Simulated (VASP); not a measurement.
## Sn$_{4}$C$_{4}$ (ordered alloy cell): computed properties

The numbers are results of PBEsol GGA, VASP's PBE PAW potentials (set 64) (plane waves; VASP), not measurements.

| Item | Result |
|---|---|
| space group | R-3m (166) |
| cell | a = 2.883 Å, b = 2.883 Å, c = 49.275 Å, α = 90.00°, β = 90.00°, γ = 120.00° |
| volume per atom | 14.78 Å³/atom |
| band gap (over mesh and band path) | none (metal, semimetal or under 0.01 eV) |
| density | 7.35 g/cm³ |

```
SnC
1.0
    0.00000     2.03836     2.03836
    2.03836     0.00000     2.03836
   12.20070    12.20070    -4.04728
Sn C
4 4
Direct
  0.17221   0.17221   0.87085
  0.24840   0.24840   0.06370
  0.00160   0.00160   0.24880
  0.07779   0.07779   0.44165
  0.89232   0.89232   0.58076
  0.18783   0.18783   0.60913
  0.06217   0.06217   0.70337
  0.35768   0.35768   0.73174
```

Unless said otherwise, spin-orbit coupling is left out, though it shifts the bands of the heavy elements here.

The structure was generated: Sn4C4 was put into an ordered model structure (R-3m), which need not be its known phase. It was relaxed first, which changed the volume by -7 %. Symmetry was kept, so distortions that lower it aren't found.
